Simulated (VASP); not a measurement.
Computed with PBEsol GGA, VASP's PBE PAW potentials (set 64) (plane waves; VASP 6.6.1).

Gaps are without spin-orbit coupling.

Task: Order these relaxed crystals by band gap, smallest first: Cd2SeS, P3m1 (156); MgI2, P-3m1 (164); SiO2, P4_2/mnm (136); Mg2Si, Fm-3m (225).

Result: Mg2Si, Fm-3m (225) (0.11 eV), Cd2SeS, P3m1 (156) (0.67 eV), MgI2, P-3m1 (164) (3.52 eV), SiO2, P4_2/mnm (136) (5.31 eV)
